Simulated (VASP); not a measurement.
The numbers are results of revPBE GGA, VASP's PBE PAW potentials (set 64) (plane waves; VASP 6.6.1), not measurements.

The input files of a VASP run:

File POSCAR:
```
ZnS
6.3592380
  0.3052748275  -0.5287515045   0.0000000000
  0.3052748275   0.5287515045   0.0000000000
  0.0000000000   0.0000000000   1.0000000356
Zn S
2 2
Cartesian
  0.3052748275  -0.1762508540   0.5001186950
  0.3052748275   0.1762508540   0.0001186772
  0.3052748275  -0.1762508540   0.8748813539
  0.3052748275   0.1762508540   0.3748813361
```

**INCAR**
```
ALGO = Normal
EDIFF = 1E-7
ENCUT = 520
GGA = RE
ISIF = 2
ISMEAR = -5
LASPH = .True.
LCHARG = .True.
LEFG = .True.
LMAXMIX = 4
LORBIT = 11
LREAL = .False.
LWAVE = .False.
NEDOS = 601
NELM = 100
PREC = Accurate
SYSTEM = ZnS
```

File KPOINTS:
```
kpoints
0
Gamma
7 7 4
```

POTCAR, in this order: Zn S (PBE.64 set). Program: vasp_std.

**Question.** Estimate the energy per atom (σ→0).

**Answer.** 
| Item | Value |
|---|---|
| energy per atom (σ→0) | -3.140 eV/atom |

### OSZICAR
```
...
DAV:  10    -0.125596834555E+02   -0.27885E-03   -0.21839E-03  1236   0.520E-01    0.183E-01
DAV:  11    -0.125600446454E+02   -0.36119E-03   -0.29850E-04  1218   0.115E-01    0.758E-02
DAV:  12    -0.125602725446E+02   -0.22790E-03   -0.40080E-04  1158   0.146E-01    0.282E-02
DAV:  13    -0.125602739926E+02   -0.14480E-05   -0.10245E-05  1334   0.465E-02    0.136E-02
DAV:  14    -0.125602793100E+02   -0.53174E-05   -0.13851E-05  1170   0.204E-02    0.361E-03
DAV:  15    -0.125602788617E+02    0.44829E-06   -0.82650E-07  1482   0.135E-02    0.229E-03
DAV:  16    -0.125602789379E+02   -0.76210E-07   -0.15812E-07   942   0.285E-03
   1 F= -.12560279E+02 E0= -.12560279E+02  d E =0.000000E+00
```

The compound is ZnS in the wurtzite structure, the high-temperature form. It was relaxed first.
